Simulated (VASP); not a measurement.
Data:

```yaml
crystal:
  lattice:
    - [-2.09685, 2.09685, 2.09685]
    - [2.09685, -2.09685, 2.09685]
    - [2.09685, 2.09685, -2.09685]
  atoms:
    - { symbol: Na, position: [0.00000, 0.00000, 0.00000] }
```

All values below come from PW91 GGA, VASP's PBE PAW potentials (set 64) (plane waves; VASP 6.6.1). Numerical set-up: 520 eV cut-off, Gaussian smearing of 0.050 eV, potentials Na_pv.

Problem. Give the energies of bands 4 to 6 at the high-symmetry points, in eV from the Fermi level.

Solution. 
| band | Γ | H | N | P |
|---|---|---|---|---|
| 4 | -3.33 | 4.49 | 0.72 | 2.68 |
| 5 | 11.74 | 4.49 | 1.19 | 2.68 |
| 6 | 11.74 | 4.88 | 8.20 | 2.68 |

It has no gap at this level: it comes out as a metal or semimetal.

The compound is Na in the bcc structure. It was relaxed first.
